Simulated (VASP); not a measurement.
A run of VASP 6.6.1:

The input INCAR:

```
PREC = Accurate ; ENCUT = 600
EDIFF = 1E-6 ; ISMEAR = 0
SIGMA = 0.02 ; LREAL = F
LASPH = T ; NELM = 80
ALGO = Normal ; ISIF = 3
LWAVE = F ; LCHARG = F
METAGGA = R2SCAN ; LMIXTAU = T
IBRION = 2 ; NSW = 60
EDIFFG = -0.005
```

Contents of KPOINTS:

```
regular mesh
0
Gamma
  9 9 9
```

Contents of POSCAR:

```
GaSb
1.0
    0.0000000000      3.0686043200      3.0686043200
    3.0686043200      0.0000000000      3.0686043200
    3.0686043200      3.0686043200      0.0000000000
Ga Sb
1 1
Direct
    0.0000000000      0.0000000000      0.0000000000
    0.7500000000      0.7500000000      0.7500000000
```

Potentials or basis: VASP PAW PBE potentials, release 64 (Ga_d, Sb).

Command:

```bash
$ cat potpaw_PBE.64/Ga_d/POTCAR potpaw_PBE.64/Sb/POTCAR > POTCAR
$ mpirun -np 1 vasp_std > vasp.out
```

Hardware: 1 thread of Intel(R) Xeon(R) Platinum 8488C (Sapphire Rapids), with other jobs on the host.

How long does it take, and how much memory?

It took 3.1 min on 1 thread of Intel(R) Xeon(R) Platinum 8488C (Sapphire Rapids) (shared host), peak memory 0.24 GiB. Counts: scf iterations 30, k points 35, ion steps 3.
